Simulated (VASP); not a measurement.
MnO$_{2}$ (rutile) relaxed at rising pressure, in one space group throughout; other phases were not tried. The pressures are those reached. Method: LDA (Ceperley-Alder, Perdew-Zunger), VASP's LDA PAW potentials (set 64) (plane waves; VASP).

| P (GPa) | V (Å³/atom) | k-mesh |
|---|---|---|
| -0.03 | 8.698 | 7×7×11 |
| 4.84 | 8.551 | 7×7×11 |
| 10.05 | 8.406 | 7×7×11 |
| 20.15 | 8.160 | 7×7×11 |
| 30.06 | 7.949 | 7×7×11 |

A change of mesh leaves a small step in the series.

Q: Fit an equation of state and predict the volume at 45.10 GPa.

A: Least squares on the third-order Birch-Murnaghan form, P = (3B0/2)(y⁷ − y⁵)[1 + (3/4)(B′ − 4)(y² − 1)] with y = (V0/V)^(1/3), gives V0 = 8.697 Å³/atom, B0 = 275 GPa and B′ = 4.3, and so 7.675 Å³/atom. The run gave 7.681 Å³/atom, +0.1 % from the fit.

Pressures at which the relaxation failed are left out.

The compound is MnO2 in the rutile structure. The spin order is the one that the start imposed; others were not tried in this run.
